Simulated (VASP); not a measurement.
A run of VASP 6.6.1:

Contents of INCAR:

```
  PREC = Accurate
  ENCUT = 520
  EDIFF = 1E-7
  ISMEAR = 0
  SIGMA = 0.1
  LREAL = F
  LASPH = T
  NELM = 100
  ALGO = Normal
  ISIF = 2
  LWAVE = F
  LCHARG = F
  ISPIN = 2
  MAGMOM = 0.8
  LORBIT = 11
  LMAXMIX = 4
  GGA = PE
  IVDW = 12
```

Contents of KPOINTS:

```
Automatic mesh
0
Gamma
  20 20 20
```

Contents of POSCAR:

```
Ni                                      
1.0
    0.0000000000      1.7893164405      1.7893164405
    1.7893164405     -0.0000000000      1.7893164405
    1.7893164405      1.7893164405     -0.0000000000
  Ni            
     1
Direct
     0.0000000000000000    0.0000000000000000    0.0000000000000000
```

Potentials or basis: VASP PAW PBE potentials, release 64 (Ni).

Launch:

```bash
$ cat potpaw_PBE.64/Ni/POTCAR > POTCAR
$ mpirun -np 1 vasp_std > vasp.out
```

Hardware: 1 thread of AMD EPYC 9R14 (Zen 4), with other jobs on the host.

Task: How long does it take, and how much memory?

Result: It took 36 s on 1 thread of AMD EPYC 9R14 (Zen 4) (shared host), peak memory 0.15 GiB. Counts: scf iterations 14, k points 256.
